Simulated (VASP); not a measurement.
Here is the system:

```yaml
crystal:
  lattice:
    - [0.00000, 2.18973, 2.18973]
    - [2.18973, 0.00000, 2.18973]
    - [2.18973, 2.18973, 0.00000]
  atoms:
    - { symbol: Ta, position: [0.00000, 0.00000, 0.00000] }
    - { symbol: N, position: [0.50000, 0.50000, 0.50000] }
```

The numbers are results of PBEsol GGA, VASP's PBE PAW potentials (set 64) (plane waves; VASP), not measurements. Numerical set-up: 520 eV cut-off, Gaussian smearing of 0.050 eV, potentials Ta_pv N.

Unless said otherwise, spin-orbit coupling is left out, though it shifts the bands of the heavy elements here.

Task: Estimate the band gap (along the path) with the smallest direct gap where there is one.

Result: 
```json
{
  "band gap (along the path)": "none (metal, semimetal or under 0.01 eV)"
}
```

Total energies compare only between runs with the same potentials, cut-off and functional.

The structure was generated: TaN was put into the rock salt type (Fm-3m), which need not be its known phase. It was relaxed first, which changed the volume by -40 %.
